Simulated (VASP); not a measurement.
```
AgBr
1.0
    0.00000     2.79308     2.79308
    2.79308     0.00000     2.79308
    2.79308     2.79308     0.00000
Ag Br
1 1
Direct
  0.00000   0.00000   0.00000
  0.50000   0.50000   0.50000
```

Computed with LDA (Ceperley-Alder, Perdew-Zunger), VASP's LDA PAW potentials (set 64) (plane waves; VASP). Settings: 520 eV cut-off, Gaussian smearing of 0.050 eV, potentials Ag Br.

Q: Give the energies of bands 2 to 11 at the high-symmetry points, in eV from the valence-band maximum.

A: 
| band | Γ | X | U | L | W |
|---|---|---|---|---|---|
| 2 | -3.25 | -4.97 | -4.87 | -6.07 | -4.83 |
| 3 | -3.25 | -3.61 | -4.81 | -4.79 | -4.60 |
| 4 | -3.25 | -3.30 | -4.36 | -4.79 | -4.60 |
| 5 | -3.25 | -3.30 | -3.06 | -2.87 | -2.74 |
| 6 | -3.25 | -3.05 | -2.80 | -2.87 | -2.70 |
| 7 | -2.23 | -2.74 | -2.55 | -2.48 | -2.64 |
| 8 | -2.23 | -2.74 | -2.33 | 0.00 | -2.64 |
| 9 | -2.23 | -2.58 | -1.44 | 0.00 | -1.86 |
| 10 | 0.42 | 1.19 | 2.70 | 3.26 | 3.75 |
| 11 | 9.82 | 6.79 | 6.66 | 6.41 | 6.94 |

The gap is indirect, 0.42 eV, from the valence maximum at L to the conduction minimum at Γ.

The compound is AgBr in the rock salt structure. It was relaxed first, which changed the volume by -9 %.
